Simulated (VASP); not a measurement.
Given:

```
CELL_PARAMETERS angstrom
      0.00000     3.16000     3.16000
      3.16000     0.00000     3.16000
      3.16000     3.16000     0.00000
ATOMIC_POSITIONS crystal
  Sn 0.00000 0.00000 0.00000
  Te 0.50000 0.50000 0.50000
```

Calculation: PBE GGA, VASP's PBE PAW potentials (set 64) (plane waves; VASP). Numerical set-up: 520 eV cut-off, 7×7×7 Γ-centred mesh, Gaussian smearing of 0.050 eV, potentials Sn_d Te.

Energy and stress use the plane-wave basis of the starting cell.

Task: The ions, cell shape and volume are relaxed. Predict the relaxed structure.

Result: 
```
CELL_PARAMETERS angstrom
      0.00000     3.20324     3.20324
      3.20324     0.00000     3.20324
      3.20324     3.20324     0.00000
ATOMIC_POSITIONS crystal
  Sn 0.00000 0.00000 0.00000
  Te 0.50000 0.50000 0.50000
```
Space group Fm-3m (225), at a tolerance of 0.03 Å.

Task: How do energy and volume change from the first to the last step?

Result: The energy (σ→0) changes by -7.0 meV/atom and the volume by +4.2 %, in 3 ionic steps.

The compound is SnTe in the rock salt structure, which distorts at low temperature. This run relaxes it. Symmetry was kept, so distortions that lower it aren't found.
